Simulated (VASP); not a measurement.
Given:

```yaml
crystal:
  lattice:
    - [-1.60703, 1.60703, 2.47383]
    - [1.60703, -1.60703, 2.47383]
    - [1.60703, 1.60703, -2.47383]
  atoms:
    - { symbol: In, position: [0.00000, 0.00000, 0.00000] }
```

Method: AM05 GGA, VASP's PBE PAW potentials (set 64) (plane waves; VASP). Run with 520 eV cut-off, Gaussian smearing of 0.050 eV, potentials In_d.

Unless said otherwise, spin-orbit coupling is left out, though it shifts the bands of the heavy elements here.

Problem. Predict the band gap (along the path) with the smallest direct gap where there is one.

Solution. 
```
Item                                                         Result
-------------------------  ----------------------------------------
band gap (along the path)  none (metal, semimetal or under 0.01 eV)
```

Total energies compare only between runs with the same potentials, cut-off and functional.

The compound is In in the bct structure. It was relaxed first.
